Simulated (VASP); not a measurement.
The cell holds one C (graphite) bilayer, with vacuum along c.

Data:

```
C
1.0
    2.44625     0.00000     0.00000
   -1.22313     2.11852     0.00000
    0.00000     0.00000    18.91149
C
4
Direct
  0.00000   0.00000   0.41333
  0.66667   0.33333   0.41333
  0.00000   0.00000   0.58667
  0.33333   0.66667   0.58667
```

The numbers are results of LDA (Ceperley-Alder, Perdew-Zunger), VASP's LDA PAW potentials (set 64) (plane waves; VASP), not measurements. Settings: 500 eV cut-off, 24×24×1 Γ-centred mesh, first-order Methfessel-Paxton smearing of 0.10 eV, potentials C.

Task: Predict its energy to cut it from the bulk, per area, work function, band gap (on the k-mesh).

Result: 
| Item | Result |
|---|---|
| energy to cut it from the bulk, per area | 8.9 meV/Å² |
| work function | 4.53 eV |
| band gap (on the k-mesh) | none (metal, semimetal or under 0.01 eV) |

The cell is a sheet with vacuum, built from C (graphite).
